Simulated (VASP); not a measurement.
Output of a VASP run:

File OSZICAR:
```
       N       E                     dE             d eps       ncg     rms          rms(c)
DAV:   1     0.578674402893E+02    0.57867E+02   -0.51152E+03  1042   0.101E+03
DAV:   2    -0.868475313043E+01   -0.66552E+02   -0.63180E+02  1058   0.219E+02
DAV:   3    -0.111136727093E+02   -0.24289E+01   -0.23875E+01  1217   0.509E+01
DAV:   4    -0.111555097817E+02   -0.41837E-01   -0.41822E-01  1157   0.700E+00
DAV:   5    -0.111568034081E+02   -0.12936E-02   -0.12936E-02  1200   0.125E+00    0.103E+01
DAV:   6    -0.138062325723E+02   -0.26494E+01   -0.38027E+01  1112   0.119E+02    0.162E+01
DAV:   7    -0.102821501548E+02    0.35241E+01   -0.11588E+01  1172   0.764E+01    0.261E+00
DAV:   8    -0.102667414571E+02    0.15409E-01   -0.73569E-01  1424   0.110E+01    0.151E+00
DAV:   9    -0.102521530133E+02    0.14588E-01   -0.76499E-02  1189   0.510E+00    0.306E-01
DAV:  10    -0.102517169056E+02    0.43611E-03   -0.48698E-03  1204   0.124E+00    0.155E-01
DAV:  11    -0.102516082885E+02    0.10862E-03   -0.87086E-04  1263   0.545E-01    0.632E-02
DAV:  12    -0.102516081266E+02    0.16191E-06   -0.52222E-05  1211   0.916E-02    0.262E-02
DAV:  13    -0.102516055300E+02    0.25966E-05   -0.12620E-05  1431   0.482E-02    0.757E-03
DAV:  14    -0.102516056688E+02   -0.13883E-06   -0.77642E-07   589   0.712E-03
   1 F= -.10251606E+02 E0= -.10252060E+02  d E =-.102516E+02
       N       E                     dE             d eps       ncg     rms          rms(c)
DAV:   1    -0.102604247740E+02   -0.88192E-02   -0.91720E-02  1130   0.596E+00    0.922E-01
DAV:   2    -0.102882223291E+02   -0.27798E-01   -0.36393E-01  1139   0.117E+01    0.169E+00
DAV:   3    -0.102517540114E+02    0.36468E-01   -0.17712E-01  1148   0.836E+00    0.120E-01
DAV:   4    -0.102516846534E+02    0.69358E-04   -0.25914E-03  1072   0.348E-01    0.695E-02
DAV:   5    -0.102516266221E+02    0.58031E-04   -0.19359E-04  1370   0.243E-01    0.201E-02
DAV:   6    -0.102516246607E+02    0.19614E-05   -0.18112E-05  1340   0.386E-02    0.687E-03
DAV:   7    -0.102516243234E+02    0.33728E-06   -0.14624E-06   586   0.141E-02
   2 F= -.10251624E+02 E0= -.10252063E+02  d E =-.186546E-04
       N       E                     dE             d eps       ncg     rms          rms(c)
DAV:   1    -0.102535827074E+02   -0.19580E-02   -0.19622E-02  1130   0.276E+00    0.424E-01
DAV:   2    -0.102594497695E+02   -0.58671E-02   -0.76614E-02  1145   0.535E+00    0.788E-01
DAV:   3    -0.102517401828E+02    0.77096E-02   -0.38884E-02  1139   0.383E+00    0.639E-02
DAV:   4    -0.102517053882E+02    0.34795E-04   -0.47432E-04  1052   0.193E-01    0.214E-02
DAV:   5    -0.102517004430E+02    0.49452E-05   -0.23058E-05  1571   0.764E-02    0.632E-03
DAV:   6    -0.102517002859E+02    0.15717E-06   -0.24617E-06   636   0.151E-02
   3 F= -.10251700E+02 E0= -.10252146E+02  d E =-.946170E-04
```

OUTCAR:
```
------------------------ aborting loop because EDIFF is reached ----------------------------------------
  FORCE on cell =-STRESS in cart. coord.  units (eV):
  Direction    XX          YY          ZZ          XY          YZ          ZX
  --------------------------------------------------------------------------------------
  Total       -0.0019506     -0.0019506     -0.0019506      0.0000000      0.0000000     -0.0000000
  in kB       -0.0707239     -0.0707239     -0.0707239      0.0000000      0.0000000     -0.0000000
  external PRESSURE =      -0.0707239 kB  Pullay stress =       0.0000000 kB
  volume of cell :       44.19
      direct lattice vectors                 reciprocal lattice vectors
    -0.000000000  2.806046444  2.806046444    -0.178186644  0.178186644  0.178186644
     2.806046444  0.000000000  2.806046444     0.178186644 -0.178186644  0.178186644
     2.806046444  2.806046444  0.000000000     0.178186644  0.178186644 -0.178186644
 POSITION                                       TOTAL-FORCE (eV/Angst)
 -----------------------------------------------------------------------------------
      0.00000      0.00000      0.00000        -0.000000     -0.000000      0.000000
      1.40302      1.40302      1.40302         0.000000      0.000000     -0.000000
 -----------------------------------------------------------------------------------
    total drift:                                0.000000      0.000000      0.000000
  FREE ENERGIE OF THE ION-ELECTRON SYSTEM (eV)
  ---------------------------------------------------
  free  energy   TOTEN  =       -10.2517002859 eV

  energy  without entropy=      -10.2530386032  energy(sigma->0) =      -10.25214639

 reached required accuracy - stopping structural energy minimisation
```
(Selected blocks of OUTCAR.)

POSCAR:
```
NiSb
1
    0.0000000000     2.8087291088     2.8087291088
    2.8087291088     0.0000000000     2.8087291088
    2.8087291088     2.8087291088    -0.0000000000
Ni Sb
1 1
Direct
  0.0000000000   0.0000000000   0.0000000000
  0.2500000000   0.2500000000   0.2500000000
```

Problem. Reconstruct the remaining input files.

Solution. This is not unique; one that fits is the input of the run itself, PBEsol GGA, plane waves, VASP's PBE PAW potentials (set 64).

### INCAR
```
SYSTEM  =  NiSb
PREC  =  Accurate; ENCUT  =  400; LREAL  =  .FALSE.
LASPH  =  .TRUE.
EDIFF  =  1E-6; NELM  =  100; ALGO  =  Normal
LMAXMIX  =  4
ISMEAR  =  1; SIGMA  =  0.1
GGA  =  PS
IBRION  =  2; NSW  =  60; ISIF  =  3
EDIFFG  =  -0.01
LWAVE  =  .FALSE.; LCHARG  =  .FALSE.
```

### KPOINTS
```
Automatic mesh
0
Gamma
10 10 10
0 0 0
```

POTCAR, in this order: Ni Sb (PBE.64 set). Program: vasp_std.

The structure was generated: NiSb was put into the zinc blende type (F-43m), which need not be its known phase. This run relaxes it. Symmetry was kept, so distortions that lower it aren't found. The start is the result of an earlier pass. The run is not spin-polarised, so no magnetic state was tried. The electron count is odd and the run is not spin-polarised, which forces a metal.
